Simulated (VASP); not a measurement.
# AsN with PBEsol + D3(BJ): from relaxation to properties, part 5 of 5

Wanted: the relaxed cell of AsN and its properties. The cell is invented: it takes the structure of a Materials Project entry for AsP (space group 160 there), with some of its atoms replaced by other elements, volume scaled by an estimate. It may not be a known or stable phase.

VASP 6.6.1; PBEsol with D3(BJ); plane waves and PAW (As, N); invented cell.

So far. Step 7 (Total and projected DOS (PBEsol + D3(BJ))): The finer mesh and the other smearing move the Fermi level by -0.07 eV from the 8×8×8 run, one measure of the sampling error in the zero of the bands above. Of the states within 0.3 eV of the Fermi level, the largest shares in the PAW spheres are N p 37 %, As p 10 % and As s 8 %. The rest lies in smaller channels or between the spheres. The relaxed cell has a = 2.971, c = 10.656 Å (conventional setting).

## 10. Ionic relaxation at fixed cell (PBEsol + D3(BJ)), changed input

With the cell held (ISIF = 2), the atoms move to where the forces vanish. Some settings are moved from the usual, to see what they do.

The input, INCAR:

```
SYSTEM = AsN
PREC = Accurate
ENCUT = 520
EDIFF = 1E-06
NELM = 100
ISMEAR = -4
SIGMA = 0.3
LREAL = .FALSE.
ALGO = Normal
GGA = PS
IVDW = 12
NBANDS = 11
LORBIT = 11
LWAVE = .FALSE.
LCHARG = .FALSE.
IBRION = 2
NSW = 60
ISIF = 2
EDIFFG = -0.01
KSPACING = 0.5
```

The input, POSCAR:

```
AsN
1.0
    1.4856801421      0.8577579820      3.5519456232
   -1.4856801421      0.8577579820      3.5519456232
    0.0000000000     -1.7155159640      3.5519456232
As N
1 1
Direct
    0.2118819630      0.2118819630      0.2118819630
    0.7881180370      0.7881180370      0.7881180370
```

PAW data sets: As and N (PBE family, release 64).

The run is started by

```console
$ mpirun -np 1 vasp_std
```

The log of the run:

```text
[banner, memory and clock lines left out]
running    1 mpi-ranks, on    1 nodes
 distrk:  each k-point on    1 cores,    1 groups
 distr:  one band on    1 cores,    1 groups

 POSCAR found type information on POSCAR AsN
 POSCAR found :  2 types and       2 ions
 [... a notice as in an earlier step ...]

 LDA part: xc-table for (Slater+PW92), standard interpolation
 INCAR ok, starting setup
 POSCAR ok, starting setup
 FFT: planning ... GRIDC
 FFT: planning ... GRID_SOFT
 FFT: planning ... GRID
 WAVECAR not read
 entering main loop
       N       E                     dE             d eps       ncg     rms          rms(c)
DAV:   1     0.281523694496E+02    0.28152E+02   -0.50785E+03   704   0.809E+02
DAV:   2    -0.124491744834E+02   -0.40602E+02   -0.39246E+02   984   0.157E+02
DAV:   3    -0.139173185494E+02   -0.14681E+01   -0.14645E+01   872   0.297E+01
DAV:   4    -0.139227588509E+02   -0.54403E-02   -0.54400E-02   770   0.206E+00
DAV:   5    -0.139227765292E+02   -0.17678E-04   -0.17678E-04   854   0.117E-01    0.806E+00
DAV:   6    -0.126467446714E+02    0.12760E+01   -0.11896E+01   803   0.181E+01    0.357E+00
DAV:   7    -0.125596623742E+02    0.87082E-01   -0.74932E-01   728   0.573E+00    0.232E+00
DAV:   8    -0.125415756832E+02    0.18087E-01   -0.10898E-01   791   0.246E+00    0.420E-01
DAV:   9    -0.125387227793E+02    0.28529E-02   -0.17791E-02   782   0.786E-01    0.141E-01
DAV:  10    -0.125387774851E+02   -0.54706E-04   -0.10193E-03   812   0.244E-01    0.188E-02
DAV:  11    -0.125387803300E+02   -0.28449E-05   -0.39064E-05   800   0.446E-02    0.113E-02
DAV:  12    -0.125387838612E+02   -0.35312E-05   -0.44994E-06   806   0.174E-02    0.425E-03
DAV:  13    -0.125387838199E+02    0.41334E-07   -0.29062E-07   421   0.415E-03
   1 F= -.13018966E+02 E0= -.13018966E+02  d E =-.130190E+02
 curvature:   0.00 expect dE= 0.000E+00 dE for cont linesearch  0.000E+00
 trial: gam= 0.00000 g(F)=  0.260E-03 g(S)=  0.000E+00 ort = 0.000E+00 (trialstep = 0.100E+01)
 search vector abs. value=  0.260E-03
 bond charge predicted
 [... a notice as in an earlier step ...]

       N       E                     dE             d eps       ncg     rms          rms(c)
DAV:   1    -0.125388624364E+02   -0.78575E-04   -0.27203E-02   710   0.129E+00    0.472E-02
DAV:   2    -0.125388495264E+02    0.12910E-04   -0.31326E-04   865   0.147E-01    0.185E-02
DAV:   3    -0.125388438183E+02    0.57081E-05   -0.18266E-05   767   0.297E-02    0.105E-02
DAV:   4    -0.125388426542E+02    0.11641E-05   -0.62903E-06   827   0.168E-02    0.336E-03
DAV:   5    -0.125388427313E+02   -0.77138E-07   -0.28031E-07   397   0.426E-03
   2 F= -.13019038E+02 E0= -.13019038E+02  d E =-.718514E-04
 trial-energy change:   -0.000072  1 .order   -0.000072   -0.000260    0.000117
 step:   0.6903(harm=  0.6903)  dis= 0.00173  next Energy=   -13.019056 (dE=-0.897E-04)
 bond charge predicted
 [... a notice as in an earlier step ...]

       N       E                     dE             d eps       ncg     rms          rms(c)
DAV:   1    -0.125388670484E+02   -0.24394E-04   -0.26035E-03   710   0.398E-01    0.147E-02
DAV:   2    -0.125388655548E+02    0.14936E-05   -0.30100E-05   865   0.453E-02    0.572E-03
DAV:   3    -0.125388648139E+02    0.74082E-06   -0.17359E-06   566   0.927E-03
   3 F= -.13019056E+02 E0= -.13019056E+02  d E =-.899229E-04
 curvature:  -0.35 expect dE=-0.495E-07 dE for cont linesearch -0.495E-07
 trial: gam= 0.00000 g(F)=  0.144E-06 g(S)=  0.000E+00 ort =-0.611E-05 (trialstep = 0.938E+00)
 search vector abs. value=  0.144E-06
 reached required accuracy - stopping structural energy minimisation
 [... a notice as in an earlier step ...]
```

Elapsed: 28 s, on 1 MPI rank of AMD EPYC 7R43, shared host; peak memory 0.15 GiB.

OUTCAR, selected parts (step 10):

```text
   NELECT =      10.0000    total number of electrons

 Edisp (eV)   -0.48020

 E-fermi :   6.1821

 k-point     1 :       0.0000    0.0000    0.0000
  band No.  band energies     occupation
      1     -13.2171      2.00000
      2      -1.4919      2.00000
      3       2.5553      2.00000
      4       3.1374      2.00000
      5       3.1374      2.00000
      6       8.2807      0.00000
      7      11.3748      0.00000
      8      11.3748      0.00000
      9      16.3868      0.00000
     10      19.1413      0.00000
    ...

 Edisp (eV)   -0.48019

  Total       0.06532     0.06532     0.13999     0.00000     0.00000     0.00000
  in kB       3.85358     3.85358     8.25844     0.00000     0.00000     0.00000
  external pressure =        5.32 kB  Pullay stress =        0.00 kB

 POSITION                                       TOTAL-FORCE (eV/Angst)
 -----------------------------------------------------------------------------------
      0.00000      0.00000      2.25605         0.000000      0.000000      0.001220
      0.00000      0.00000      8.39979         0.000000     -0.000000     -0.001220
 -----------------------------------------------------------------------------------
    total drift:                                0.000000      0.000009     -0.000302

  FREE ENERGIE OF THE ION-ELECTRON SYSTEM (eV)
  ---------------------------------------------------
  free  energy   TOTEN  =       -13.0190563457 eV

  energy  without entropy=      -13.0190563457  energy(sigma->0) =      -13.01905635

[... 8 parts as in an earlier step ...]

[... 10 further parts left out ...]
```

The run converged; its settings lie outside those of the reference runs, so its numbers are set aside.

Settings moved from the usual: ISMEAR = -4, SIGMA = 0.3 and KSPACING = 0.5.

The mesh holds 32 irreducible points against 65.

## 11. Summary of results

| Item | Value |
| --- | --- |
| relaxed volume | 13.58 Å³/atom |
| relaxed conventional cell a, b, c | 2.971, 2.971, 10.656 Å; angles 90.0, 90.0, 120.0° |
| space group after relaxing, within 0.02 Å | R3m (No. 160) |
| band gap | none, a metal |
| DOS at the Fermi level | 0.323 states/eV/cell |
| largest field gradient Vzz | -165.94 V/Å² on As1 |

What this shows: With PBEsol + D3(BJ), AsN relaxes to 13.58 Å³/atom in space group R3m (held by the symmetry of the run) and comes out as a metal. Not obtained: elastic constants (PBEsol + D3(BJ)), because the run crashed. Bands along the symmetry lines (PBEsol + D3(BJ)): Of the bands kept, 2 cross the Fermi level on this path. Spin-orbit coupling is left out; it would split some degenerate bands. The k-sampling is coarse for a metal, so the Fermi level, pressures and the shape of the cell carry errors. No search among competing phases was made. All values are for a static lattice at zero temperature.

[Lines on the potential files, build, host, timing and source positions are cut from VASP's logs without a mark.]

[Logs are printed without paths, hosts, clocks, repeated set-up lines and the standing remarks that a program may print on its own settings, such as how far it seeks lower states.]

[Hosts, paths, dates, database ids (printed as entryN), source tags and the programs' standing remarks are cut or masked in the printed files.]

[A measured line is paired with the nearest computed mode of its activity, which favours agreement.]
